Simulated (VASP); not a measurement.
Data:

```xyz
2
Lattice="1.5913 -2.7563 0.0000 1.5913 2.7563 0.0000 0.0000 0.0000 5.1017" Properties=species:S:1:pos:R:3 pbc="T T T"
Zr     1.5913     0.9188     1.2754
Zr     1.5913    -0.9188     3.8263
```

Calculation: r2SCAN meta-GGA, VASP's PBE PAW potentials (set 64) (plane waves; VASP). Settings: 500 eV cut-off, 13×13×7 Γ-centred mesh, first-order Methfessel-Paxton smearing of 0.10 eV, potentials Zr_sv.

Energy and stress use the plane-wave basis of the starting cell.

Task: The ions, cell shape and volume at an external pressure of 10.0 GPa are relaxed. Predict the relaxed structure.

Result: 
```xyz
2
Lattice="1.5685 -2.7168 0.0000 1.5685 2.7168 0.0000 0.0000 0.0000 5.0347" Properties=species:S:1:pos:R:3 pbc="T T T"
Zr     1.5685     0.9056     1.2587
Zr     1.5685    -0.9056     3.7760
```
Space group P6_3/mmc (194), at a tolerance of 0.03 Å.

Task: How do energy and volume change from the first to the last step?

Result: The energy (σ→0) changes by +43.2 meV/atom and the volume by -4.1 %, in 5 ionic steps.

The compound is Zr in the hcp structure. This run relaxes it under an external pressure of 10 GPa. Symmetry was kept, so distortions that lower it aren't found.
